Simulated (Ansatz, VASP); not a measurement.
**Cross-check of Ti11Ga10O37 (amorphous 31Ga2O3-69TiO2 (mol %)) between VASP and Ansatz**

Aim: how closely do two programs agree when they are given the same cell, functional and k mesh? The cell is taken from a series of runs on this material, whose earlier steps may have relaxed, scaled, displaced or heated it; both programs get it as it stands.

Main program and level: Ansatz 0.2.0; plane waves, with VASP 6.6.1 beside it; single point at RPBE.

**1. Set-up**

The cell holds 116 atoms: 20 Ga, 22 Ti and 74 O. Its edges and angles: a = 11.051 Å, b = 11.051 Å, c = 11.051 Å, α = 90.0°, β = 90.0°, γ = 90.0°. As first built, before any earlier steps moved the atoms (in the runner's words): 116 atoms (20 Fe, 22 Ti, 74 O) placed at random at 3.92 g/cm^3, melted at 5000 K for 10 ps at fixed volume with the Morse and Coulomb pair potential with partial charges (Pedone, Malavasi, Menziani, Cormack and Segre, J. Phys. Chem. B 110, 11780 (2006)). Quenched from 5000 K to 300 K at 20 K/ps and fixed volume, held 10 ps at zero pressure, then minimised at fixed cell. Then Fe was replaced by Ga and the cell scaled by 1.006 (the potential has no terms for the new elements, so the cell is a start for a DFT relaxation).

**2. VASP: single point, RPBE, pair 1**

A single point gives forces, pressure and levels at one fixed geometry, so differences don't come from the geometry; what else differs is listed under the comparison.

Lines of VASP's logs that name or quote its potential files are left out, and so is its time.

Contents of INCAR:

```
SYSTEM = Ti11Ga10O37
PREC = Accurate
ENCUT = 520
EDIFF = 1E-06
NELM = 120
ISMEAR = 0
SIGMA = 0.05
LREAL = Auto
ALGO = Normal
GGA = RP
NBANDS = 576
LASPH = .TRUE.
LORBIT = 11
LWAVE = .FALSE.
LCHARG = .FALSE.
ISIF = 2
GGA_COMPAT = .FALSE.
EFERMI = MIDGAP
NCORE = 4
```

Contents of POSCAR:

```
Ti11Ga10O37
1.0
   11.0506800000      0.0000000000      0.0000000000
    0.0000000000     11.0506800000      0.0000000000
    0.0000000000      0.0000000000     11.0506800000
Ga Ti O
20 22 74
Direct
    0.6255800000      0.4043900000      0.7370800000
    0.1119300000      0.9553600000      0.5357200000
    0.3109700000      0.4489500000      0.3516100000
    0.4088800000      0.9156200000      0.1624700000
    0.3528000000      0.5304600000      0.6465600000
    0.8693500000      0.5439500000      0.6176400000
    0.7032900000      0.4981300000      0.0341600000
    0.5922200000      0.1808300000      0.9077500000
    0.9128300000      0.7773900000      0.4355500000
    0.8921200000      0.3502200000      0.1407400000
    0.1565900000      0.8040400000      0.0059100000
    0.5732600000      0.0639000000      0.6424200000
    0.5783700000      0.6076100000      0.5165900000
    0.0796500000      0.5601400000      0.4625300000
    0.9677300000      0.5890700000      0.9343400000
    0.3521700000      0.2462300000      0.7818700000
    0.6340600000      0.9043700000      0.9392500000
    0.0964400000      0.3134700000      0.6678800000
    0.9183300000      0.2971800000      0.8841700000
    0.8024600000      0.5103000000      0.3261900000
    0.0130300000      0.2974800000      0.4085400000
    0.8043200000      0.2214500000      0.6424400000
    0.8477900000      0.0406700000      0.0404500000
    0.6429800000      0.2016100000      0.1823600000
    0.2181200000      0.7574500000      0.2963100000
    0.3694900000      0.9678400000      0.8711600000
    0.1231000000      0.4861700000      0.1655100000
    0.3011100000      0.1782000000      0.5176000000
    0.8734300000      0.0643700000      0.3661900000
    0.8587900000      0.9291200000      0.7215800000
[... 80 atom lines left out ...]
    0.7772600000      0.8852300000      0.0631400000
    0.8869200000      0.2051100000      0.0369700000
    0.1479400000      0.2374100000      0.5019400000
    0.6818100000      0.0851700000      0.0205900000
    0.0553300000      0.7500800000      0.8542000000
    0.6853100000      0.6272900000      0.6518700000
```

Contents of KPOINTS:

```
Automatic mesh
0
Gamma
1 1 1
0 0 0
```

PAW data sets: Ga_d, Ti_sv and O (PBE family, release 64).

The run is started by

```
$ mpirun -np 16 vasp_gam
```

Numbers of over 12 decimals in the logs are rounded to 6 here.

The log of the run:

```text
[banner, memory and clock lines left out]
running   16 mpi-ranks, on    1 nodes
[...]
|                                                                             |
|               ----> ADVICE to this user running VASP <----                  |
|                                                                             |
|     You enforced a specific xc type in the INCAR file but a different       |
|     [... a line on the potential file left out ...]
|     I HOPE YOU KNOW WHAT YOU ARE DOING!                                     |
|                                                                             |

 LDA part: xc-table for (Slater+PW92), standard interpolation
 POSCAR, INCAR and KPOINTS ok, starting setup
[...]
entering main loop
       N       E                     dE             d eps       ncg     rms          rms(c)
DAV:   1     0.248226564704E+05    0.24823E+05   -0.41493E+05  1160   0.286E+03
DAV:   2     0.639987850743E+04   -0.18423E+05   -0.17646E+05  1152   0.905E+02
DAV:   3     0.445562999884E+03   -0.59543E+04   -0.55133E+04  1488   0.381E+02
DAV:   4    -0.909513093610E+03   -0.13551E+04   -0.13246E+04  1576   0.167E+02
[...]
DAV:  19    -0.822736309072E+03   -0.91674E-05   -0.53526E-05  1776   0.305E-02    0.110E-02
DAV:  20    -0.822736313883E+03   -0.48117E-05   -0.17069E-05  1320   0.129E-02    0.545E-03
DAV:  21    -0.822736314851E+03   -0.96799E-06   -0.84705E-06  1224   0.749E-03
   1 F= -.82273631E+03 E0= -.82273631E+03  d E =0.000000E+00
```

Parts of OUTCAR (step 2):

```text
  FREE ENERGIE OF THE ION-ELECTRON SYSTEM (eV)
  ---------------------------------------------------
  free  energy   TOTEN  =      -822.7363148513 eV

  energy  without entropy=     -822.7363148513  energy(sigma->0) =     -822.73631485
```

This run has no spin polarisation, so a moment on Ti, if there is one, isn't seen.

**3. Ansatz: single point, RPBE, pair 1**

Ansatz runs on its PAW soft_1 files.

The same cell, functional, mesh and smearing now go to Ansatz, which takes its cutoff from its data sets.

Contents of input.yaml:

```yaml
crystal:
  lattice:
    - [11.05068, 0.0, 0.0]
    - [0.0, 11.05068, 0.0]
    - [0.0, 0.0, 11.05068]
  atoms:
    - { symbol: Ga, position: [0.62558, 0.40439, 0.73708] }
    - { symbol: Ga, position: [0.11193, 0.95536, 0.53572] }
    - { symbol: Ga, position: [0.31097, 0.44895, 0.35161] }
    - { symbol: Ga, position: [0.40888, 0.91562, 0.16247] }
    - { symbol: Ga, position: [0.3528, 0.53046, 0.64656] }
    - { symbol: Ga, position: [0.86935, 0.54395, 0.61764] }
    - { symbol: Ga, position: [0.70329, 0.49813, 0.03416] }
    - { symbol: Ga, position: [0.59222, 0.18083, 0.90775] }
    - { symbol: Ga, position: [0.91283, 0.77739, 0.43555] }
    - { symbol: Ga, position: [0.89212, 0.35022, 0.14074] }
    - { symbol: Ga, position: [0.15659, 0.80404, 0.00591] }
    - { symbol: Ga, position: [0.57326, 0.0639, 0.64242] }
    - { symbol: Ga, position: [0.57837, 0.60761, 0.51659] }
    - { symbol: Ga, position: [0.07965, 0.56014, 0.46253] }
    - { symbol: Ga, position: [0.96773, 0.58907, 0.93434] }
    - { symbol: Ga, position: [0.35217, 0.24623, 0.78187] }
    - { symbol: Ga, position: [0.63406, 0.90437, 0.93925] }
    - { symbol: Ga, position: [0.09644, 0.31347, 0.66788] }
    - { symbol: Ga, position: [0.91833, 0.29718, 0.88417] }
    - { symbol: Ga, position: [0.80246, 0.5103, 0.32619] }
    - { symbol: Ti, position: [0.01303, 0.29748, 0.40854] }
    - { symbol: Ti, position: [0.80432, 0.22145, 0.64244] }
    - { symbol: Ti, position: [0.84779, 0.04067, 0.04045] }
    - { symbol: Ti, position: [0.64298, 0.20161, 0.18236] }
    - { symbol: Ti, position: [0.21812, 0.75745, 0.29631] }
    - { symbol: Ti, position: [0.36949, 0.96784, 0.87116] }
    - { symbol: Ti, position: [0.1231, 0.48617, 0.16551] }
    - { symbol: Ti, position: [0.30111, 0.1782, 0.5176] }
    - { symbol: Ti, position: [0.87343, 0.06437, 0.36619] }
    - { symbol: Ti, position: [0.85879, 0.92912, 0.72158] }
[... 80 atom lines left out ...]
    - { symbol: O, position: [0.77726, 0.88523, 0.06314] }
    - { symbol: O, position: [0.88692, 0.20511, 0.03697] }
    - { symbol: O, position: [0.14794, 0.23741, 0.50194] }
    - { symbol: O, position: [0.68181, 0.08517, 0.02059] }
    - { symbol: O, position: [0.05533, 0.75008, 0.8542] }
    - { symbol: O, position: [0.68531, 0.62729, 0.65187] }
kpoints:
  mp_grid: { grid: [1, 1, 1] }
hamiltonian:
  xc: rpbe
  pseudopotentials: { kind: paw, azcp: { folder: soft_1 } }
scf:
  occupations: { method: gaussian, width: 0.05 }
output:
  forces: true
```

The run is started by

```
$ ansatz run input.yaml --threads 4 --pin off --max-ram 8192MiB --backend cpu --events-out ev --progress --plain --runs-dir out
```

The log of the run:

```text
Engine: ansatz 0.2.0, aarch64-unknown-linux-gnu
Pseudopotentials: kind: paw
Pseudopotential: Ga, paw, valence charge 13, recommended cutoff 420 eV (normal), soft_1/Ga.paw.azcp
Pseudopotential: Ti, paw, valence charge 12, recommended cutoff 420 eV (normal), soft_1/Ti.paw.azcp
Pseudopotential: O, paw, valence charge 6, recommended cutoff 420 eV (normal), soft_1/O.paw.azcp
Functional definition: RPBE
  parameter kappa = 0.804
  parameter beta = 0.066725
  exchange = rpbe_x(kappa = kappa, mu = beta*pi^2/3)
  correlation = pbe_c(beta = beta)
Crystal: 116 atoms, lattice volume = 1349.482 Å³
Basis set: ecut = 420 eV, 26193 PW (Γ), exchange–correlation on 150×150×150 points (8 copies of the dense FFT grid, shifted against one another)
Bands: 600, of which v1, the nominal top of the filled ones, is band 484 counted from 1 (483 counted from 0)
Symmetry: 1 space group operations
Space group: P1 (ITA 1), of the structure as read, at distance tolerance 1.1e-4 Å
k-points: 1
Non-local potential: Ga, projectors of the file, l = 0: 2, l = 1: 2, l = 2: 3, l = 3: 1
Non-local potential: Ti, projectors of the file, l = 0: 3, l = 1: 2, l = 2: 3, l = 3: 1
Non-local potential: O, projectors of the file, l = 0: 2, l = 1: 2, l = 2: 1
PAW form: soft (Blöchl's): semilocal exchange-correlation on the pseudo side does not see the compensation charge
PAW frozen core: Ga, regenerated for the run's functional, and the local potential with it (the file was generated under x = pbe(κ = 0.804, μ = 0.219515), c = pbe(β = 0.066725))
PAW frozen core: Ti, regenerated for the run's functional, and the local potential with it (the file was generated under x = pbe(κ = 0.804, μ = 0.219515), c = pbe(β = 0.066725))
PAW frozen core: O, regenerated for the run's functional, and the local potential with it (the file was generated under x = pbe(κ = 0.804, μ = 0.219515), c = pbe(β = 0.066725))
PAW one-centre angular grid: Ga, 590 points (default); XC on 64 Gauss nodes
PAW one-centre angular grid: Ti, 590 points (default); XC on 64 Gauss nodes
PAW one-centre angular grid: O, 110 points (default); XC on 64 Gauss nodes
Initial density: superposition of atomic densities (chi_scale 0.1, normalization cell, long waves kept (reshape's long-wave potential 0.15 eV rms))
Initial wavefunctions: pseudopotential atomic-orbital guess
Functional: x = rpbe, c = pbe(β = 0.066725)
SCF iter   1: F=—  HF=-173087.866668 eV  |F-HF|=—  |Δ(HF+E_count)|=         —  Δρ=9.40e-2  dr2=8.75e1  ethr=3.10e-3  ⟨swp⟩=6.0  Hψ=1923  notcnv=0  defer=43
preconditioner: auto → Resta (q_TF=auto, 2.581 Å⁻¹)  ε∞=6.1  [insulator: Δε(μ)=2.515 eV  Ē_g=12.634 eV  σ=0.050 eV  W_gap=1.00  n_scr=388 (ndim 8)  ℏωp=28.4 eV  f_vac=0.021  D(μ)=0.00/eV (n_scr^D=0)  ε∞_Penn≈6.1]
SCF iter   2: F=—  HF=-173069.623526 eV  |F-HF|=—  |Δ(HF+E_count)|=    1.82e1  Δρ=4.54e-2  dr2=2.10e1  ethr=3.10e-3  ⟨swp⟩=2.0  Hψ=1020  notcnv=0  defer=108
SCF iter   3: F=—  HF=-173066.568764 eV  |F-HF|=—  |Δ(HF+E_count)|=    3.05e0  Δρ=2.24e-2  dr2=7.32e0  ethr=2.16e-3  ⟨swp⟩=3.0  Hψ=1500  notcnv=0  defer=67
automatic band count: iteration 3 solves 561 bands in place of 600: the levels show a gap, and the empty bands left out lie too high to hold charge; the band table lists the bands solved (type scf.n_extra_bands for more)
SCF iter   4: F=—  HF=-173065.735933 eV  |F-HF|=—  |Δ(HF+E_count)|=   8.33e-1  Δρ=8.18e-3  dr2=1.02e0  ethr=7.56e-4  ⟨swp⟩=8.0  Hψ=867  notcnv=0  defer=67
SCF iter   5: F=—  HF=-173066.024687 eV  |F-HF|=—  |Δ(HF+E_count)|=   2.89e-1  Δρ=4.53e-3  dr2=2.90e-1  ethr=1.05e-4  ⟨swp⟩=3.0  Hψ=1003  notcnv=0  defer=66
SCF iter   6: F=—  HF=-173066.154813 eV  |F-HF|=—  |Δ(HF+E_count)|=   1.30e-1  Δρ=2.37e-3  dr2=9.40e-2  ethr=3.00e-5  ⟨swp⟩=4.0  Hψ=912  notcnv=0  defer=66
SCF iter   7: F=—  HF=-173066.195874 eV  |F-HF|=—  |Δ(HF+E_count)|=   4.11e-2  Δρ=1.05e-3  dr2=1.77e-2  ethr=9.71e-6  ⟨swp⟩=2.0  Hψ=959  notcnv=0  defer=66
SCF iter   8: F=—  HF=-173066.205349 eV  |F-HF|=—  |Δ(HF+E_count)|=   9.47e-3  Δρ=4.77e-4  dr2=4.14e-3  ethr=1.83e-6  ⟨swp⟩=2.0  Hψ=876  notcnv=0  defer=66
SCF iter   9: F=—  HF=-173066.211497 eV  |F-HF|=—  |Δ(HF+E_count)|=   6.15e-3  Δρ=3.48e-4  dr2=1.82e-3  ethr=4.28e-7  ⟨swp⟩=2.0  Hψ=957  notcnv=0  defer=66
SCF iter  10: F=—  HF=-173066.212280 eV  |F-HF|=—  |Δ(HF+E_count)|=   7.83e-4  Δρ=1.18e-4  dr2=2.38e-4  ethr=1.88e-7  ⟨swp⟩=2.0  Hψ=1108  notcnv=0  defer=66
SCF iter  11: F=—  HF=-173066.212462 eV  |F-HF|=—  |Δ(HF+E_count)|=   1.82e-4  Δρ=5.67e-5  dr2=6.03e-5  ethr=2.46e-8  ⟨swp⟩=2.0  Hψ=832  notcnv=0  defer=66
SCF iter  12: F=—  HF=-173066.209372 eV  |F-HF|=—  |Δ(HF+E_count)|=   3.09e-3  Δρ=4.85e-5  dr2=3.69e-5  ethr=6.23e-9  ⟨swp⟩=2.0  Hψ=978  notcnv=0  defer=66
SCF iter  13: F=—  HF=-173066.209388 eV  |F-HF|=—  |Δ(HF+E_count)|=   1.52e-5  Δρ=1.81e-5  dr2=5.54e-6  ethr=3.82e-9  ⟨swp⟩=2.0  Hψ=941  notcnv=0  defer=66
SCF iter  14: F=—  HF=-173066.209390 eV  |F-HF|=—  |Δ(HF+E_count)|=   2.27e-6  Δρ=1.02e-5  dr2=1.65e-6  ethr=5.73e-10  ⟨swp⟩=2.0  Hψ=880  notcnv=0  defer=66
SCF iter  15: F=—  HF=-173066.209390 eV  |F-HF|=—  |Δ(HF+E_count)|=   2.94e-7  Δρ=4.32e-6  dr2=3.26e-7  ethr=1.70e-10  ⟨swp⟩=2.0  Hψ=854  notcnv=0  defer=66
SCF iter  16: F=—  HF=-173066.209390 eV  |F-HF|=—  |Δ(HF+E_count)|=   2.04e-7  Δρ=3.02e-6  dr2=1.40e-7  ethr=1.03e-11  ⟨swp⟩=4.0  Hψ=1710  notcnv=0
SCF iter  17: F=-173066.209391 eV  HF=-173066.209391 eV  |F-HF|=3.40e-8  |Δ(HF+E_count)|=   1.01e-7  Δρ=2.34e-6  dr2=7.58e-8  ethr=1.03e-11  ⟨swp⟩=3.0  Hψ=1530  notcnv=0
SCF 1 converged in 17 iterations: F = -173066.209391 eV  dr2 = 7.58e-8
  greatest PAW one-centre occupation: 0.999 electrons in one spin orbital (limit 2), on the Ti atom at site 21 (counted from 0), in its partial waves of l = 0
SCF converged after 17 iterations
Free energy (F): -173066.209391 eV
Harris-Foulkes:  -173066.209391 eV  (|F-HF|=3.40e-8)
Internal energy: -173066.209391 eV  (E = F + TS)
E sigma→0 (E₀):  -173066.209391 eV
Fermi energy:    8.636811 eV
--- Per-component energies (eV) ---
  E_band       = -6047.468705
  E_kinetic    = 20891.002805
  E_local      = -83425.563614  (includes V_loc(G=0)·N_el)
  E_nonlocal   = 3319.235460
  E_hartree    = 39805.488636
  E_xc         = -9127.999705
  E_vxc        = -11063.071275  (∫ρ·V_xc dr)
  E_paw        = -75263.580162  (= ΣΔE_a)
  E_vpaw       = -15380.100330  (= ΣTr[D̂ρ^β])
  E_aug_tail   = 0.050590  (compensation charges beyond the density's cutoff)
  E_ewald      = -69259.665410
  E_core_change = -5.177993  (= ΣΔE_core)
  E_smearing   = -0.000000  (= −TS)
  E_closure    = 0.000000  (closes the sum)
  Σ components = -173066.209391   (vs F -173066.209391, Δ=0.00e0)
--- Forces (eV/Å), atoms counted from 1 ---
  atom   1  Ga     0.53412288    -0.48795292     0.42147459
  atom   2  Ga     0.19532222     0.23619096     0.82102406
  atom   3  Ga    -0.08149352    -0.00806700     0.16256923
  atom   4  Ga     0.74582600    -1.28720171     0.45857021
  atom   5  Ga    -0.49413760    -0.10184782    -0.14852844
  atom   6  Ga    -0.15642867    -0.38366052     0.42294423
  atom   7  Ga    -0.38908113     0.47650790    -0.01711014
  atom   8  Ga     0.93523185    -0.11359228    -0.71803997
  atom   9  Ga     0.25905236     0.29900141    -0.34082536
  atom  10  Ga     0.90353651     0.24032864     0.10587552
  atom  11  Ga     0.62727154    -0.19775537    -0.83085454
  atom  12  Ga    -0.26597670     0.19219454     0.08005429
  atom  13  Ga     0.07338693     0.09812068    -0.19419292
  atom  14  Ga     1.25210001    -0.64092112    -0.32853214
  atom  15  Ga    -0.22036827     0.10347497     0.16701607
  atom  16  Ga    -0.31912229    -0.49941599    -0.30649014
  atom  17  Ga     0.20777802    -0.09709664    -0.25712541
  atom  18  Ga     0.23261020    -0.28936062     0.09203467
  atom  19  Ga    -0.51440546    -0.67065387    -0.28728568
  atom  20  Ga    -0.13524820    -0.43007424    -0.48411706
  atom  21  Ti     0.15329832    -0.70148618    -1.37095381
  atom  22  Ti     0.71442840     0.29685192     0.55280204
  atom  23  Ti     2.22384465     0.07091009    -1.00848239
  atom  24  Ti     0.81372018     0.20096921     0.19875578
[...]
atom 109  O      0.11578894    -0.76799079     0.26888665
  atom 110  O     -1.28031995     0.69313418     0.36977074
  atom 111  O     -1.50180734    -0.27774027    -0.41520726
  atom 112  O      0.57256960     1.40356504     0.02035897
  atom 113  O     -0.40861161     0.18828194     0.88742667
  atom 114  O     -1.94568839    -0.04084686    -0.13373562
  atom 115  O     -0.74489806    -0.02657098     2.42089925
  atom 116  O      0.43325901     0.04800580    -0.37161596
  max |Σ_I F_I| component: 7.12e-5 eV/Å
```

Reading the cycles: dr2 is the Hartree energy of the density residual (eV), the measure of convergence; HF is the Harris–Foulkes estimate of the energy, which meets the free energy F at convergence.

**4. Differences**

Known differences besides the potentials themselves: the cutoff is 420 eV in Ansatz and 520 eV in VASP (PREC = Accurate, projectors in real space); Ansatz makes its cores anew for this functional, VASP keeps those of its PBE data sets. Total energies have different zeros and are not compared.

The two programs side by side:

```tsv
quantity	Ansatz	VASP	difference
gap on the k mesh (eV)	2.403	2.379	+0.024
```

Forces on 10 of the 116 atoms, those with the largest forces and the largest differences (eV/Å; atoms numbered as in POSCAR):

```tsv
atom	Ansatz x, y, z	VASP x, y, z
Ti23	2.224, 0.071, -1.008	2.202, 0.068, -0.997
Ti24	0.814, 0.201, 0.199	0.810, 0.143, 0.156
O46	0.331, 1.958, -2.010	0.328, 1.998, -2.047
O63	-0.782, -1.860, -1.691	-0.808, -1.846, -1.713
O74	-2.146, -0.202, 1.264	-2.173, -0.195, 1.273
O78	-1.818, -1.274, -1.103	-1.834, -1.280, -1.125
O103	0.293, -0.594, 0.694	0.307, -0.664, 0.710
O108	2.272, -0.537, -0.371	2.338, -0.538, -0.362
O109	0.116, -0.768, 0.269	0.147, -0.827, 0.304
O115	-0.745, -0.027, 2.421	-0.779, -0.008, 2.461
```

The forces differ by 20 meV/Å r.m.s., which is 2.6 % of the r.m.s. force of 0.768 eV/Å (both taken over all components). A gap on the mesh is an upper bound, since the band edges may lie between its points.

(Continued in part 2 of 2.)

[Lines on the potential files, build, host, timing and source positions are cut from VASP's logs without a mark.]

[Logs are printed without paths, hosts, clocks, repeated set-up lines and the standing remarks that a program may print on its own settings, such as how far it seeks lower states.]

[Hosts, paths, dates, database ids (printed as entryN), source tags and the programs' standing remarks are cut or masked in the printed files.]
